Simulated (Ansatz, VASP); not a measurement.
# Zr3Cl2: VASP beside Ansatz

File INCAR:

```
PREC = Accurate
ENCUT = 520
EDIFF = 1E-6
ISMEAR = 0
SIGMA = 0.1
LREAL = False
LASPH = True
NELM = 80
ALGO = Normal
ISIF = 2
LWAVE = False
LCHARG = True
GGA = PE
LELF = True
LVHAR = True
NBANDS = 61
```

Contents of KPOINTS:

```
regular mesh
0
Gamma
  3 3 3
```

Contents of POSCAR:

```
Zr3Cl2
1.0
    3.1900950851      1.8418022561      5.8064521135
   -3.1900950851      1.8418022561      5.8064521135
    0.0000000000     -3.6836045124      5.8064521135
Zr Cl
6 4
Direct
    0.0562500000      0.4437500000      0.7500000000
    0.7500000000      0.0562500000      0.4437500000
    0.4437500000      0.7500000000      0.0562500000
    0.9437500000      0.5562500000      0.2500000000
    0.2500000000      0.9437500000      0.5562500000
    0.5562500000      0.2500000000      0.9437500000
    0.8521800000      0.8521800000      0.8521800000
    0.6478200000      0.6478200000      0.6478200000
    0.1478200000      0.1478200000      0.1478200000
    0.3521800000      0.3521800000      0.3521800000
```

Input for Ansatz:

```yaml
crystal:
  lattice:
    - [3.1900950851, 1.8418022561, 5.8064521135]
    - [-3.1900950851, 1.8418022561, 5.8064521135]
    - [0.0, -3.6836045124, 5.8064521135]
  atoms:
    - { symbol: Zr, position: [0.05625, 0.44375, 0.75] }
    - { symbol: Zr, position: [0.75, 0.05625, 0.44375] }
    - { symbol: Zr, position: [0.44375, 0.75, 0.05625] }
    - { symbol: Zr, position: [0.94375, 0.55625, 0.25] }
    - { symbol: Zr, position: [0.25, 0.94375, 0.55625] }
    - { symbol: Zr, position: [0.55625, 0.25, 0.94375] }
    - { symbol: Cl, position: [0.85218, 0.85218, 0.85218] }
    - { symbol: Cl, position: [0.64782, 0.64782, 0.64782] }
    - { symbol: Cl, position: [0.14782, 0.14782, 0.14782] }
    - { symbol: Cl, position: [0.35218, 0.35218, 0.35218] }
basis:
  ecutwfc: 420
kpoints:
  mp_grid: { grid: [3, 3, 3] }
hamiltonian:
  xc: pbe
scf:
  occupations: { method: gaussian, width: 0.1 }
  lower_state_search: "off"
output:
  forces: true
  stress: true
  eigenvalues: true
```

Alike in both runs: task single point; functional PBE; k mesh 3 × 3 × 3; occupations gaussian, width 0.1 eV; no spin polarisation.

```csv
,VASP,Ansatz
version,VASP 6.6.1,Ansatz 0.2.0
potentials or method,"VASP PAW PBE potentials, release 64 (Zr_sv, Cl)","scalar-relativistic, plane waves, PAW"
plane-wave cutoff (eV),520,420
valence electrons in the cell,100,100
```

```tsv
	VASP	Ansatz	Ansatz less VASP
gap on the k mesh at the Fermi level (eV)	none	none	-
pressure (GPa)	-0.8	-1.0	-0.24
largest component of the traceless stress (GPa)	0.30	0.34	+0.040
rms of the force components (eV/Å)	0.217	0.217	-0.0001
```

Atom by atom the forces differ by 0.004 eV/Å (rms over components). A gap of «none» marks a metal or a gap that the smearing closes.

Caveats: the k mesh is coarse (spacing up to 0.40 Å⁻¹), so the values aren't converged.
